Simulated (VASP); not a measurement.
Given:

```xyz
2
Lattice="0.0000 2.9684 2.9684 2.9684 0.0000 2.9684 2.9684 2.9684 0.0000" Properties=species:S:1:pos:R:3 pbc="T T T"
Cd     0.0000     0.0000     0.0000
S      1.4842     1.4842     1.4842
```

Level of theory: PBE0 hybrid, VASP's PBE PAW potentials (set 64) (plane waves; VASP). Numerical set-up: 520 eV cut-off, 6×6×6 Γ-centred mesh, Gaussian smearing of 0.050 eV, potentials Cd S.

Problem. What does the run give for the energy per atom (σ→0), pressure, band gap (over the mesh, the named points and PBE's band edges) with the smallest direct gap where there is one?

Solution. 
| Quantity | Value |
|---|---|
| band gap (over the mesh, the named points and PBE's band edges) | 2.68 eV |
| smallest direct gap (over the mesh, the named points and PBE's band edges) | 2.68 eV |
| energy per atom (σ→0) | -4.085 eV/atom |
| pressure | -1.37 GPa |

The absolute energy has meaning only against runs of the same code, potentials and settings.

The compound is CdS in the zinc blende structure, a metastable form; wurtzite is the usual one. It was relaxed first, which changed the volume by +6 %.
